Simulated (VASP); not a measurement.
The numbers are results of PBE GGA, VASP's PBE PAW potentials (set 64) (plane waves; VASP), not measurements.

A VASP calculation is set up with these files.

INCAR:
```
# general
SYSTEM =Te
PREC   =Accurate
ENCUT  =400
LREAL  =.FALSE.
LASPH  =.TRUE.

# electronic loop
EDIFF  =1E-6
NELM   =100
ALGO   =Normal
LMAXMIX=4

# smearing
ISMEAR =0
SIGMA  =0.05

# functional
GGA    =PE

# ions
ISIF   =2

# output
LWAVE  =.FALSE.
LCHARG =.FALSE.
```

KPOINTS:
```
Automatic
0
M
 3 3 2
0 0 0
```

POSCAR:
```
Te
1
    2.1995410000    -3.7812050000     0.0000000000
    2.1995410000     3.7812050000     0.0000000000
    0.0000000000     0.0000000000     5.9697110000
Te
3
Direct
  0.0000000000   0.2630000000   0.6666670000
  0.7370000000   0.7370000000   0.0000000000
  0.2767230000   0.0137230000   0.3333330000
```

POTCAR, in this order: Te (PBE.64 set). Program: vasp_std.

Problem. What does the run give for the energy per atom (σ→0), pressure, largest force?

Solution. 
| Quantity | Value |
|---|---|
| energy per atom (σ→0) | -3.173 eV/atom |
| pressure | 22.1 kbar |
| largest force | 0.746 eV/Å |

**OSZICAR**
```
...
DAV:   6    -0.952194665653E+01    0.16928E-01   -0.21750E-02   244   0.998E-01    0.821E+00
DAV:   7    -0.952004397526E+01    0.19027E-02   -0.44492E-02   239   0.147E+00    0.318E-01
DAV:   8    -0.951923272159E+01    0.81125E-03   -0.93252E-03   234   0.629E-01    0.185E-01
DAV:   9    -0.951926568616E+01   -0.32965E-04   -0.27219E-04   287   0.125E-01    0.132E-01
DAV:  10    -0.951930094373E+01   -0.35258E-04   -0.58975E-05   239   0.541E-02    0.353E-02
DAV:  11    -0.951929167166E+01    0.92721E-05   -0.27216E-05   254   0.365E-02    0.217E-02
DAV:  12    -0.951929167961E+01   -0.79510E-08   -0.31237E-06   228   0.113E-02
   1 F= -.95192917E+01 E0= -.95192917E+01  d E =-.293281E-16
```

The compound is Te in the trig structure. The cell was not relaxed at this level, atoms are displaced from their ideal sites. The k-mesh is coarse (spacing up to 0.55 per Å, 2π included), so the numbers may not be converged in it. The run is one of a series of settings (KPOINTS 3×3×2 Monkhorst-Pack mesh against the base run), some of them coarse on purpose.
